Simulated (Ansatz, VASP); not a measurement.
# Cross-check of Ru (Ruthenium) between VASP and Ansatz, part 2 of 2

Aim: how closely do two programs agree when they are given the same cell, functional and k mesh? The cell is taken from a series of runs on this material, whose earlier steps may have relaxed, scaled, displaced or heated it; both programs get it as it stands.

VASP 6.6.1 and Ansatz 0.2.0.

So far: The structure; VASP: zone-centre phonons, RPBE.

### 3. Ansatz: zone-centre phonons, RPBE

Level of this step: Ansatz beside VASP: Kohn-Sham DFT, plane waves, RPBE (Ansatz).

Ansatz runs on its default PAW (the set named soft_2) files.

The same cell, functional, mesh and smearing now go to Ansatz, which takes its cutoff from its data sets.

Contents of input.yaml:

```yaml
crystal:
  lattice:
    - [2.7346526004, 0.0, 0.0]
    - [-1.3673263002, 2.3682786225, 0.0]
    - [0.0, 0.0, 4.3123021231]
  atoms:
    - { symbol: Ru, position: [0.3333333333, 0.6666666667, 0.25] }
    - { symbol: Ru, position: [0.6666666667, 0.3333333333, 0.75] }
kpoints:
  mp_grid: { grid: [21, 21, 12] }
hamiltonian:
  xc: rpbe
scf:
  occupations: { method: methfessel_paxton, width: 0.2 }
output:
  eigenvalues: true
phonons:
  method: dfpt
```

The run is started by

```sh
ansatz run input.yaml --threads 4 --pin off --max-ram 14336MiB --backend cpu --events-out ev --progress --plain --runs-dir out
```

Numbers of over 12 decimals in the logs are rounded to 6 here.

What it wrote:

```text
zone centre: on kpoints.mp_grid the ground state, and the responses unless they are solved on pairs of k-points, stand on 847 of the mesh's 5292 k-points, reduced under 4 symmetry operations, with k and −k counted as one. Each operation leaves every solved displacement unchanged or reverses it
Engine: ansatz 0.2.0, x86_64-unknown-linux-gnu
Pseudopotentials: kind: paw
Pseudopotential: Ru, paw, valence charge 16, recommended cutoff 420 eV (normal), Ru.paw.azcp
Functional definition: RPBE
  parameter kappa = 0.804
  parameter beta = 0.066725
  exchange = rpbe_x(kappa = kappa, mu = beta*pi^2/3)
  correlation = pbe_c(beta = beta)
Crystal: 2 atoms, lattice volume = 27.928 Å³
Basis set: ecut = 420 eV, 537 PW (Γ), exchange–correlation on 40×40×60 points (8 copies of the dense FFT grid, shifted against one another)
Bands: 20, of which v1, the nominal top of the filled ones, is band 16 counted from 1 (15 counted from 0)
Symmetry: 24 space group operations
k-points: 847 of 5292 (irreducible under 4 space group operations, time reversal used)
Non-local potential: Ru, projectors of the file, l = 0: 3, l = 1: 2, l = 2: 2, l = 3: 1
PAW form: soft (Blöchl's): semilocal exchange-correlation on the pseudo side does not see the compensation charge
PAW frozen core: Ru, regenerated for the run's functional, and the local potential with it (the file was generated under x = pbe(κ = 0.804, μ = 0.219515), c = pbe(β = 0.066725))
PAW one-centre angular grid: Ru, 590 points (default); XC on 64 Gauss nodes
Initial density: superposition of atomic densities (neutral atoms: chi_scale 0, normalization atom), corrected by the library's trained network
Initial wavefunctions: pseudopotential atomic-orbital guess
Functional: x = rpbe, c = pbe(β = 0.066725)
SCF iter   1: F=—  HF=-11771.953674 eV  |F-HF|=—  |Δ(HF+E_count)|=         —  Δρ=6.51e-3  dr2=2.92e-3  ethr=1.77e-3  ⟨swp⟩=5.0  Hψ=150045  notcnv=0  defer=70
automatic band count: the SCF goes on with 24 bands, as 20 were too few: the levels above may hold too much charge
preconditioner: auto → none  [metal: Δε(μ)=0.005 eV  Ē_g=11.236 eV  σ=0.200 eV  W_gap=0.02  n_scr=8 (ndim 8)  ℏωp=28.1 eV  f_vac=0.000  D(μ)=1.86/eV (n_scr^D=22)  sad-step TF]
SCF iter   2: F=—  HF=-11771.955995 eV  |F-HF|=—  |Δ(HF+E_count)|=   2.32e-3  S|Δr|=    0.00e0  Δρ=3.89e-3  dr2=1.07e-3  ethr=9.11e-6  ⟨swp⟩=2.0  Hψ=35550  notcnv=0  defer=71
SCF iter   3: F=—  HF=-11771.957310 eV  |F-HF|=—  |Δ(HF+E_count)|=   1.32e-3  S|Δr|=    0.00e0  Δρ=2.72e-4  dr2=3.27e-6  ethr=3.33e-6  ⟨swp⟩=2.0  Hψ=25073  notcnv=0  defer=71
SCF iter   4: F=—  HF=-11771.957312 eV  |F-HF|=—  |Δ(HF+E_count)|=   2.34e-6  S|Δr|=    0.00e0  Δρ=9.35e-5  dr2=5.10e-7  ethr=1.02e-8  ⟨swp⟩=2.5  Hψ=31966  notcnv=0  defer=71
SCF iter   5: F=—  HF=-11771.957313 eV  |F-HF|=—  |Δ(HF+E_count)|=   4.44e-7  S|Δr|=    0.00e0  Δρ=3.07e-5  dr2=1.28e-7  ethr=1.60e-9  ⟨swp⟩=2.0  Hψ=31220  notcnv=0  defer=71
SCF iter   6: F=—  HF=-11771.957313 eV  |F-HF|=—  |Δ(HF+E_count)|=   3.13e-8  S|Δr|=    0.00e0  Δρ=3.13e-6  dr2=5.93e-10  ethr=4.01e-10  ⟨swp⟩=2.4  Hψ=30190  notcnv=0  defer=71
SCF iter   7: F=—  HF=-11771.957313 eV  |F-HF|=—  |Δ(HF+E_count)|=  1.56e-10  S|Δr|=    0.00e0  Δρ=4.61e-7  dr2=2.15e-11  ethr=1.85e-12  ⟨swp⟩=2.0  Hψ=31641  notcnv=0  defer=71
SCF iter   8: F=-11771.957313 eV  HF=-11771.957313 eV  |F-HF|=0.00e0  |Δ(HF+E_count)|=  3.64e-12  S|Δr|=    0.00e0  Δρ=1.82e-7  dr2=2.80e-12  ethr=1.00e-12  ⟨swp⟩=8.2  Hψ=89860  notcnv=0
SCF 1 converged in 8 iterations: F = -11771.957313 eV  dr2 = 2.80e-12
  greatest PAW one-centre occupation: 0.997 electrons in one spin orbital (limit 2), on the Ru atom at site 1 (counted from 0), in its partial waves of l = 0
DFPT response loops at Γ: preconditioner auto → Kerker (q_TF=auto, 2.791 Å⁻¹) (partly filled bands, converged f_vac=0.000); β = 1.00, the filter's whole step (`scf.mixing.beta` (0.50) is not read by the response loops under this deck's `scf.mixing.preconditioner`; to damp them name `kerker` or `kerker_dos`, under which they read `scf.mixing.beta`, and type it under 1.00, their step now; both keys bind the ground state too); Broyden in place of MSR1
SCF converged after 8 iterations
Stability not checked: this state was not tested for a lower state beside it, because cold or Methfessel-Paxton smearing, or corrected tetrahedra, fill the levels in a way that the test cannot read (fill_not_monotonic; see scf.lower_state_search)
Free energy (F): -11771.957313 eV
Harris-Foulkes:  -11771.957313 eV  (|F-HF|=0.00e0)
Internal energy: -11771.955604 eV  (E = F + TS)
E sigma→0 (E₀):  -11771.956886 eV
Entropy (-TS):   -0.001708 eV (-0.854 meV/atom)
Fermi energy:    22.811708 eV
--- Per-component energies (eV) ---
  E_band       = -126.651704
  E_kinetic    = 1026.711522
  E_local      = -2572.983979  (includes V_loc(G=0)·N_el)
  E_nonlocal   = 683.954307
  E_hartree    = 827.512201
  E_xc         = -380.975558
  E_vxc        = -477.731723  (∫ρ·V_xc dr)
  E_paw        = -6935.543186  (= ΣΔE_a)
  E_vpaw       = -441.625925  (= ΣTr[D̂ρ^β])
  E_aug_tail   = -0.000346  (compensation charges beyond the density's cutoff)
  E_ewald      = -4420.430170
  E_core_change = -0.200394  (= ΣΔE_core)
  E_smearing   = -0.001708  (= −TS)
  E_closure    = -0.000000  (closes the sum)
  Σ components = -11771.957313   (vs F -11771.957313, Δ=0.00e0)
--- Band table (eV; the first three rows and the last of 847) ---
  k-point 0: bands = [... 12 lower, 20.5146, 20.9709, 20.9709, 21.4416, 21.4416, 23.9308, 23.9308, 24.1138, ... 4 higher]
  k-point 1: bands = [... 12 lower, 20.4763, 20.9251, 20.9251, 21.5516, 21.5516, 23.8474, 23.9361, 23.9361, ... 4 higher]
  k-point 2: bands = [... 12 lower, 20.3701, 20.8008, 20.8008, 21.8268, 21.8268, 23.1655, 23.9373, 23.9373, ... 4 higher]
  k-point 846: bands = [... 12 lower, 20.1653, 20.1653, 21.4295, 21.4295, 24.4053, 24.4053, 27.1815, 27.1815, ... 4 higher]
--- Phonons (Γ-DFPT): 2 representative perturbations + reference, on 847 of 5292 k-points (Σ response iterations 8) ---
  k mesh reduced under 4 symmetry operations, with k and −k counted as one. Each operation leaves every solved displacement unchanged or reverses it
  ASR residual: 1.411e-4 → 0.000e0 eV/Å²; symmetrization residual: 3.926e-13 eV/Å²
  ASR residual per site (eV/Å²): 1.41e-4 1.41e-4
  Γ frequencies (cm⁻¹): 0.00 0.00 0.00 192.98 192.98 246.63
  non-analytic LO–TO correction: not included (Born effective charges unavailable; polar crystals: no LO–TO splitting at Γ)
```

### 4. Differences

Known differences besides the potentials themselves: the data sets hold 32 valence electrons in Ansatz (on its default PAW (the set named soft_2) files) and 28 in VASP; the cutoff is 420 eV in Ansatz and 500 eV in VASP; Ansatz makes its cores anew for this functional, VASP keeps those of its PBE data sets. Total energies have different zeros and are not compared.

Both answers:

| quantity | Ansatz | VASP | difference |
| --- | --- | --- | --- |
| optical mode 1 to 2 (cm⁻¹) | 193.0 | 193.0 | -0.01 % |
| optical mode 3 (cm⁻¹) | 246.6 | 247.2 | -0.22 % |

Modes are paired by rising frequency, not by their patterns, so a pair may set unlike modes beside each other; they are those without the splitting of longitudinal modes.

### 5. Summary of results

```yaml
r_m_s_difference_of_the_optical_zone_centre_modes_each_program_s_sorted_by_frequency_zone_centre_phonons_rpbe: 0.32 cm⁻¹
```

The r.m.s. difference of the optical zone-centre modes, each program's sorted by frequency is 0.32 cm⁻¹ (zone-centre phonons, RPBE). The data sets hold unlike numbers of valence electrons (32 in Ansatz and 28 in VASP), so part of the differences comes from the potentials. Such differences can come from data sets, numerical settings and the points named under the comparisons, not from the functional's error against experiment.

[Lines on the potential files, build, host, timing and source positions are cut from VASP's logs without a mark.]

[Logs are printed without paths, hosts, clocks, repeated set-up lines and the standing remarks that a program may print on its own settings, such as how far it seeks lower states.]

[Hosts, paths, dates, database ids (printed as entryN), source tags and the programs' standing remarks are cut or masked in the printed files.]
